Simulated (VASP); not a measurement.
Computed with PBEsol GGA, VASP's PBE PAW potentials (set 64) (plane waves; VASP).

The input files of a VASP run:

**INCAR**
```
ALGO = All
EDIFF = 1E-6
ENCUT = 520
GGA = PS
ISMEAR = 0
ISPIN = 2
ISYM = 0
LASPH = T
LCHARG = F
LORBIT = 10
LREAL = F
LWAVE = F
MAGMOM = 2
NELM = 200
NUPDOWN = 2
PREC = Normal
SIGMA = 0.01
SYSTEM = Si atom
```

POSCAR:
```
Si atom
1
   12.0000000000     0.0000000000     0.0000000000
    0.0000000000    12.5000000000     0.0000000000
    0.0000000000     0.0000000000    13.0000000000
Si
1
Direct
  0.0000000000   0.0000000000   0.0000000000
```

KPOINTS:
```
Automatic mesh
0
Gamma
1 1 1
0 0 0
```

POTCAR, in this order: Si (PBE.64 set). Program: vasp_gam. Read from the step before: WAVECAR.

The run wrote:

**OSZICAR**
```
       N       E                     dE             d eps       ncg     rms           ort
SDA:   1    -0.788301048356E+00   -0.78830E+00    0.00000E+00     7   0.390E-02   0.000E+00
CGA:   2    -0.789843613336E+00   -0.15426E-02   -0.15421E-02     7   0.502E-03   0.127E-04
CGA:   3    -0.790009446497E+00   -0.16583E-03   -0.17176E-03     7   0.879E-04  -0.129E-04
CGA:   4    -0.790027318849E+00   -0.17872E-04   -0.27260E-04     7   0.415E-04  -0.162E-04
CGA:   5    -0.790043433799E+00   -0.16115E-04   -0.16365E-04     7   0.806E-05   0.910E-06
CGA:   6    -0.790045253492E+00   -0.18197E-05   -0.18275E-05     7   0.249E-05   0.162E-05
SDA:   7    -0.790045370426E+00   -0.11693E-06   -0.98438E-06     7   0.376E-05  -0.194E-05
   1 F= -.79004537E+00 E0= -.78618883E+00  d E =-.771309E-02  mag=     2.0000
```

File OUTCAR:
```
------------------------ aborting loop because EDIFF is reached ----------------------------------------
  FORCE on cell =-STRESS in cart. coord.  units (eV):
  Direction    XX          YY          ZZ          XY          YZ          ZX
  --------------------------------------------------------------------------------------
  Total       -0.0000347      0.0012046     -0.0002431     -0.0001323      0.0003611     -0.0000837
  in kB       -0.0000286      0.0009898     -0.0001998     -0.0001087      0.0002967     -0.0000688
  external PRESSURE =       0.0002538 kB  Pullay stress =       0.0000000 kB
  volume of cell :     1950.00
      direct lattice vectors                 reciprocal lattice vectors
    12.000000000  0.000000000  0.000000000     0.083333333  0.000000000  0.000000000
     0.000000000 12.500000000  0.000000000     0.000000000  0.080000000  0.000000000
     0.000000000  0.000000000 13.000000000     0.000000000  0.000000000  0.076923077
 POSITION                                       TOTAL-FORCE (eV/Angst)
 -----------------------------------------------------------------------------------
      0.00000      0.00000      0.00000        -0.000000     -0.000001     -0.000004
 -----------------------------------------------------------------------------------
    total drift:                               -0.000000     -0.000001     -0.000004
  FREE ENERGIE OF THE ION-ELECTRON SYSTEM (eV)
  ---------------------------------------------------
  free  energy   TOTEN  =        -0.7900453704 eV

  energy  without entropy=       -0.7823322812  energy(sigma->0) =       -0.78618883

 total charge

# of ion       s       p       d       tot
------------------------------------------
    1        0.947   0.567   0.000   1.514

 magnetization (x)

# of ion       s       p       d       tot
------------------------------------------
    1        0.004   0.567   0.000   0.571
```
(Selected blocks of OUTCAR.)

The atom may not be in its lowest state.

The cell is a free atom in a box.
